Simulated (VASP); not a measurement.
Consider the following.

```
KBr
1.0
    0.00000     3.35064     3.35064
    3.35064     0.00000     3.35064
    3.35064     3.35064     0.00000
K Br
1 1
Direct
  0.00000   0.00000   0.00000
  0.50000   0.50000   0.50000
```

These are PBE GGA with spin-orbit coupling, VASP's PBE PAW potentials (set 64) (plane waves; VASP) values and carry that method's errors. Run with 400 eV cut-off, 6×6×6 Γ-centred mesh, Gaussian smearing of 0.050 eV, potentials K_sv Br.

Problem. Give the energies of bands 11 to 23 at the high-symmetry points, in eV from the valence-band maximum.

Solution. 
```csv
band,Γ,X,U,L,W
11,-0.48,-1.01,-0.99,-1.30,-0.97
12,-0.48,-1.01,-0.99,-1.30,-0.97
13,0.00,-0.50,-0.65,-0.56,-0.58
14,0.00,-0.50,-0.65,-0.56,-0.58
15,0.00,-0.28,-0.39,-0.31,-0.53
16,0.00,-0.28,-0.39,-0.31,-0.53
17,4.16,5.75,6.42,6.33,7.15
18,4.16,5.75,6.42,6.33,7.15
19,7.43,6.87,7.79,7.90,7.20
20,7.43,6.87,7.79,7.90,7.20
21,7.43,9.10,8.17,9.47,7.92
22,7.43,9.11,8.17,9.47,7.92
23,7.44,9.13,8.85,9.49,8.65
```

The gap is direct, 4.16 eV, from the valence maximum at Γ to the conduction minimum at Γ.

Measured: gap 7.40 eV (computed value off by -3.24 eV), as given by Aguado et al., (1998), arXiv:cond-mat/9809176.

The compound is KBr in the rock salt structure. It was relaxed first.
